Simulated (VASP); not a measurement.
An input for Quantum ESPRESSO's pw.x (written as the equivalent of a VASP run, and not itself run):

```
&CONTROL
  calculation = 'scf'
  pseudo_dir = './pseudo'
  outdir = './out'
  tprnfor = .true.
  tstress = .true.
/
&SYSTEM
  ibrav = 0
  nat = 2
  ntyp = 2
  ecutwfc = 86
  occupations = 'smearing'
  smearing = 'fermi-dirac'
  degauss = 0.00147
  input_dft = 'pz'
/
&ELECTRONS
  conv_thr = 7.3e-08
  electron_maxstep = 100
/
ATOMIC_SPECIES
  Ca 40.078 Ca.upf
  Se 78.971 Se.upf
CELL_PARAMETERS angstrom
     0.0000000    2.9600000    2.9600000
     2.9600000    0.0000000    2.9600000
     2.9600000    2.9600000    0.0000000
ATOMIC_POSITIONS crystal
  Ca   0.0000000  0.0000000  0.0000000
  Se   0.5000000  0.5000000  0.5000000
K_POINTS automatic
  5 5 5 0 0 0
```

Question: Translate this input to VASP (INCAR, KPOINTS, POSCAR, choice of POTCAR).

Answer: This is not unique; one that fits is 
**KPOINTS**
```
kpoints
0
Gamma
5 5 5
0 0 0
```

**INCAR**
```
SYSTEM = CaSe
PREC = Accurate
ENCUT = 300
EDIFF = 1E-6
NELM = 100
ALGO = Normal
LREAL = .FALSE.
LASPH = .TRUE.
ISMEAR = -1
SIGMA = 0.02
LMAXMIX = 4
LWAVE = .FALSE.
LCHARG = .FALSE.
ISIF = 2
```

### POSCAR
```
CaSe
1
    0.0000000000     2.9600000000     2.9600000000
    2.9600000000     0.0000000000     2.9600000000
    2.9600000000     2.9600000000     0.0000000000
Ca Se
1 1
Direct
  0.0000000000   0.0000000000   0.0000000000
  0.5000000000   0.5000000000   0.5000000000
```

POTCAR, in this order: Ca_sv Se (LDA.64 set). Program: vasp_std.

Limits of the translation: the potentials are each code's own (VASP's PAW set, PseudoDojo norm-conserving files in pw.x), so ENCUT and ecutwfc are chosen apart and not converted; conv_thr bounds pw.x's estimated SCF error, while EDIFF bounds the energy change between steps.

The structure is a typed CaSe crystal (Fm-3m). The cell was not relaxed at this level. The run is one of a series of settings (GGA removed, POTCAR Ca_sv Se (LDA.64 set) against the base run), some of them coarse on purpose.
